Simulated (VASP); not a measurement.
An input for Ansatz (written as the equivalent of a VASP run, and not itself run):

Ansatz 0.2 input:
```yaml
crystal:
  lattice:
    - [3.9050000, 0.0000000, 0.0000000]
    - [0.0000000, 3.9050000, 0.0000000]
    - [0.0000000, 0.0000000, 3.9050000]
  atoms:
    - { symbol: Sr, position: [0.0000000, 0.0000000, 0.0000000] }
    - { symbol: Ti, position: [0.5000000, 0.5000000, 0.5000000] }
    - { symbol: O, position: [0.5000000, 0.0000000, 0.5000000] }
    - { symbol: O, position: [0.0000000, 0.5000000, 0.5000000] }
    - { symbol: O, position: [0.5000000, 0.5000000, 0.0000000] }
kpoints:
  mp_grid: { grid: [6, 6, 6] }
hamiltonian:
  xc: r2scan
  pseudopotentials: { kind: paw }
scf:
  occupations: { method: gaussian, width: 0.05 }
  max_iter: 100
relax:
  max_steps: 60
  f_tol: 0.01
  cell: {}
output: { forces: true, stress: true, eigenvalues: true }
```

Problem. Write the VASP files for the same calculation (r2SCAN).

Solution. Several could match; the one computed here: 
### INCAR
```
SYSTEM  =  SrTiO3
PREC  =  Accurate; ENCUT  =  520; LREAL  =  .FALSE.
LASPH  =  .TRUE.
EDIFF  =  1E-6; NELM  =  100; ALGO  =  Normal
LMAXMIX  =  4; LMIXTAU  =  .TRUE.
ISMEAR  =  0; SIGMA  =  0.05
METAGGA  =  R2SCAN
IBRION  =  2; NSW  =  60; ISIF  =  3
EDIFFG  =  -0.01
LWAVE  =  .FALSE.; LCHARG  =  .FALSE.
```

File KPOINTS:
```
K-points
0
G
6 6 6
0 0 0
```

**POSCAR**
```
SrTiO3
1.0
  3.9050000000   0.0000000000   0.0000000000
  0.0000000000   3.9050000000   0.0000000000
  0.0000000000   0.0000000000   3.9050000000
Sr Ti O
1 1 3
Cartesian
  0.0000000000   0.0000000000   0.0000000000
  1.9525000000   1.9525000000   1.9525000000
  1.9525000000   0.0000000000   1.9525000000
  0.0000000000   1.9525000000   1.9525000000
  1.9525000000   1.9525000000   0.0000000000
```

POTCAR, in this order: Sr_sv Ti_sv O (PBE.64 set). Program: vasp_std.

Limits of the translation: each code has its own PAW files, so the cut-off isn't converted (ENCUT is set for VASP's; basis.ecutwfc is left out, and Ansatz then takes the one that its files recommend); Ansatz stops its SCF on the density residual and VASP on the energy change (EDIFF).

The compound is SrTiO3 in the cubic perovskite structure, the ideal cubic form; the compound distorts at low or room temperature. This run relaxes it. Symmetry was kept, so distortions that lower it aren't found.
